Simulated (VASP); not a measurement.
OSZICAR of a VASP run on Li (bcc):

### OSZICAR
```
       N       E                     dE             d eps       ncg     rms          rms(c)
DAV:   1     0.534931350662E+00    0.53493E+00   -0.68110E+02  1215   0.404E+02
DAV:   2    -0.176581205892E+01   -0.23007E+01   -0.22302E+01  1630   0.599E+01
DAV:   3    -0.190261706075E+01   -0.13681E+00   -0.13672E+00  1560   0.968E+00
DAV:   4    -0.190491893668E+01   -0.23019E-02   -0.23025E-02  1525   0.131E+00
DAV:   5    -0.190494340601E+01   -0.24469E-04   -0.24469E-04  1595   0.121E-01    0.220E-01
DAV:   6    -0.190382761134E+01    0.11158E-02   -0.29338E-04  1930   0.107E-01    0.125E-01
DAV:   7    -0.190330426743E+01    0.52334E-03   -0.72813E-04  2110   0.168E-01    0.286E-02
DAV:   8    -0.190330332623E+01    0.94119E-06   -0.83288E-06  1245   0.364E-02    0.206E-03
DAV:   9    -0.190330072493E+01    0.26013E-05   -0.74992E-07  1620   0.119E-02    0.482E-04
DAV:  10    -0.190329966556E+01    0.10594E-05   -0.29144E-08   715   0.241E-03    0.397E-04
DAV:  11    -0.190329965045E+01    0.15104E-07   -0.93262E-09   640   0.119E-03
   1 F= -.19225050E+01 E0= -.19224790E+01  d E =-.778893E-04
```

Problem. Which electronic solver shows in the log?

Solution. It is blocked Davidson (ALGO = Normal, or the opening steps of other solvers). The INCAR had ALGO = Normal.

Problem. Can the final energy be trusted as converged?

Solution. Self-consistency was reached. It stopped with EDIFF = 1E-7, NELM = 100 (PBE GGA with D4 dispersion, plane waves, VASP's PBE PAW potentials (set 64)).

The compound is Li in the bcc structure. This cell is one point of a volume scan, at 1.03 of the reference volume.
